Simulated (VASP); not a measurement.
An input for Ansatz (written as the equivalent of a VASP run, and not itself run):

Ansatz 0.2 input:
```yaml
crystal:
  lattice:
    - [0.0000000, 3.2006500, 3.2006500]
    - [3.2006500, 0.0000000, 3.2006500]
    - [3.2006500, 3.2006500, 0.0000000]
  atoms:
    - { symbol: Mg, position: [0.0000000, 0.0000000, 0.0000000] }
    - { symbol: Te, position: [0.7500000, 0.7500000, 0.7500000] }
kpoints:
  mp_grid: { grid: [9, 9, 9] }
hamiltonian:
  xc: pbe
  pseudopotentials: { kind: paw }
scf:
  occupations: { method: gaussian, width: 0.01 }
  max_iter: 100
output: { forces: true, stress: true, eigenvalues: true }
```

Problem. Write the VASP files for the same calculation (PBE).

Solution. One answer among several that fit: 
### POSCAR
```
MgTe
1
    0.0000000000     3.2006500000     3.2006500000
    3.2006500000     0.0000000000     3.2006500000
    3.2006500000     3.2006500000     0.0000000000
Mg Te
1 1
Direct
  0.0000000000   0.0000000000   0.0000000000
  0.7500000000   0.7500000000   0.7500000000
```

**KPOINTS**
```
Automatic mesh
0
Gamma
9 9 9
0 0 0
```

**INCAR**
```
SYSTEM = MgTe
PREC = Accurate; ENCUT = 420; LREAL = F
LASPH = T
EDIFF = 1E-09; NELM = 100; ALGO = Normal
LMAXMIX = 4
ISMEAR = 0; SIGMA = 0.01
GGA = PE
ISIF = 2
LWAVE = F; LCHARG = F
```

POTCAR, in this order: Mg Te (PBE.64 set). Program: vasp_std.

The two are equivalent in intent, not identical: each code has its own PAW files, so the cut-off isn't converted (ENCUT is set for VASP's; basis.ecutwfc is left out, and Ansatz then takes the one that its files recommend); Ansatz stops its SCF on the density residual and VASP on the energy change (EDIFF).

The structure comes from a computed database's MgTe entry; how it stands against other phases isn't given here. The cell was not relaxed at this level. The run is one of a series of settings (EDIFF = 1E-09, ENCUT = 420, KPOINTS 9×9×9 Γ-centred mesh against the base run), some of them coarse on purpose.
